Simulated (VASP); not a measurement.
Computed with PBE GGA, VASP's PBE PAW potentials (set 64) (plane waves; VASP 6.6.1).

VASP input:

**INCAR**
```
# general
SYSTEM  = NiSb
PREC    = Accurate
ENCUT   = 500
LREAL   = .FALSE.
LASPH   = .TRUE.

# electronic loop
EDIFF   = 1E-6
NELM    = 100
ALGO    = Normal
LMAXMIX = 4

# smearing
ISMEAR  = 1
SIGMA   = 0.1

# functional
GGA     = PE

# ions
IBRION  = 2
NSW     = 40
ISIF    = 3
EDIFFG  = -0.02

# output
LWAVE   = .FALSE.
LCHARG  = .FALSE.
```

### POSCAR
```
NiSb
1.0
  1.9856443853  -3.4392371295   0.0000000000
  1.9856443853   3.4392371295   0.0000000000
  0.0000000000   0.0000000000   5.1612895758
Ni Sb
2 2
Direct
  0.0000000000   0.0000000000   0.5000000000
  0.0000000000   0.0000000000   0.0000000000
  0.3333330000   0.6666670000   0.2500000000
  0.6666670000   0.3333330000   0.7500000000
```

**KPOINTS**
```
Automatic mesh
0
Gamma
9 9 6
0 0 0
```

POTCAR, in this order: Ni Sb (PBE.64 set). Program: vasp_std.

Output of the run:

OSZICAR:
```
       N       E                     dE             d eps       ncg     rms          rms(c)
DAV:   1     0.166985216353E+03    0.16699E+03   -0.12225E+04  1824   0.157E+03
DAV:   2    -0.125013421037E+02   -0.17949E+03   -0.17447E+03  1830   0.319E+02
DAV:   3    -0.214624127807E+02   -0.89611E+01   -0.86572E+01  2119   0.867E+01
DAV:   4    -0.217194460805E+02   -0.25703E+00   -0.25542E+00  2029   0.137E+01
DAV:   5    -0.217278470120E+02   -0.84009E-02   -0.83980E-02  2251   0.258E+00    0.131E+01
DAV:   6    -0.246041602422E+02   -0.28763E+01   -0.36832E+01  1986   0.110E+02    0.179E+01
DAV:   7    -0.203169855382E+02    0.42872E+01   -0.13671E+01  1988   0.765E+01    0.381E+00
DAV:   8    -0.203735891648E+02   -0.56604E-01   -0.16677E+00  2497   0.120E+01    0.271E+00
DAV:   9    -0.203123455829E+02    0.61244E-01   -0.27987E-01  2035   0.884E+00    0.620E-01
DAV:  10    -0.203129871803E+02   -0.64160E-03   -0.78582E-03  1968   0.895E-01    0.485E-01
DAV:  11    -0.203126659554E+02    0.32122E-03   -0.71112E-04  2073   0.236E-01    0.140E-01
DAV:  12    -0.203124943728E+02    0.17158E-03   -0.57732E-04  2566   0.402E-01    0.400E-02
DAV:  13    -0.203124984722E+02   -0.40994E-05   -0.63998E-05  1926   0.616E-02    0.299E-02
DAV:  14    -0.203124977887E+02    0.68356E-06   -0.19123E-06  1268   0.136E-02
   1 F= -.20312498E+02 E0= -.20312131E+02  d E =-.203125E+02
```

### OUTCAR
```
------------------------ aborting loop because EDIFF is reached ----------------------------------------
  FORCE on cell =-STRESS in cart. coord.  units (eV):
  Direction    XX          YY          ZZ          XY          YZ          ZX
  --------------------------------------------------------------------------------------
  Total        0.0080427      0.0080427     -0.0525544      0.0000000      0.0000000      0.0000000
  in kB        0.1827928      0.1827928     -1.1944497      0.0000000      0.0000000      0.0000000
  external PRESSURE =      -0.2762880 kB  Pullay stress =       0.0000000 kB
  volume of cell :       70.49
      direct lattice vectors                 reciprocal lattice vectors
     1.985644385 -3.439237129  0.000000000     0.251807425 -0.145381078  0.000000000
     1.985644385  3.439237129  0.000000000     0.251807425  0.145381078  0.000000000
     0.000000000  0.000000000  5.161289576     0.000000000  0.000000000  0.193750028
 POSITION                                       TOTAL-FORCE (eV/Angst)
 -----------------------------------------------------------------------------------
      0.00000      0.00000      2.58064         0.000000      0.000000     -0.000000
      0.00000      0.00000      0.00000         0.000000      0.000000     -0.000000
      1.98564      1.14641      1.29032        -0.000000     -0.000000      0.000000
      1.98564     -1.14641      3.87097         0.000000      0.000000      0.000000
 -----------------------------------------------------------------------------------
    total drift:                               -0.000000      0.000000      0.000000
  FREE ENERGIE OF THE ION-ELECTRON SYSTEM (eV)
  ---------------------------------------------------
  free  energy   TOTEN  =       -20.3124977887 eV

  energy  without entropy=      -20.3113987626  energy(sigma->0) =      -20.31213145

 reached required accuracy - stopping structural energy minimisation
```
(Selected blocks of OUTCAR.)

File OUTCAR:
```
 val. band max:        9.5680359087   @ k =   0.4444  -0.0000   0.1667

 cond. band min:       9.6099741986   @ k =   0.0000   0.0000   0.0000


 Fermi energy:         9.5960908433

 k-point     1 :       0.0000    0.0000    0.0000
  band No.  band energies     occupation
      1      -3.1266      2.00000
      2       1.2624      2.00000
      3       3.5677      2.00000
      4       5.8337      2.00000
      5       5.8337      2.00000
      6       6.5883      2.00000
      7       7.1655      2.00000
      8       7.1655      2.00000
      9       7.6090      2.00000
     10       7.6090      2.00000
     11       8.3589      2.00000
     12       8.3589      2.00000
     13       9.6100      0.76751
     14      10.1862     -0.00000
     15      10.1862     -0.00000
     16      12.0215      0.00000
     17      12.0215      0.00000
     18      12.7126      0.00000
     19      13.5332      0.00000

 k-point     2 :       0.1111   -0.0000    0.0000
  band No.  band energies     occupation
      1      -2.9763      2.00000
      2       1.2518      2.00000
      3       3.7374      2.00000
      4       5.7968      2.00000
      5       5.8652      2.00000
      6       6.5254      2.00000
      7       7.0488      2.00000
      8       7.1042      2.00000
      9       7.5204      2.00000
     10       7.6361      2.00000
     11       8.3504      2.00000
     12       8.3597      2.00000
     13       9.1756      2.00000
     14       9.5627      1.53221
     15       9.6906     -0.03678
     16      11.3719     -0.00000
     17      12.4662      0.00000
     18      13.2857      0.00000
     19      13.9330      0.00000

 k-point     3 :       0.2222   -0.0000    0.0000
  band No.  band energies     occupation
      1      -2.5334      2.00000
      2       1.1702      2.00000
      3       4.2353      2.00000
      4       5.4559      2.00000
      5       5.9554      2.00000
      6       6.2680      2.00000
      7       6.8380      2.00000
...
```

Unless said otherwise, spin-orbit coupling is left out, though it shifts the bands of the heavy elements here.

The compound is NiSb in the NiAs type structure. It was relaxed first. The run is not spin-polarised, so no magnetic state was tried.
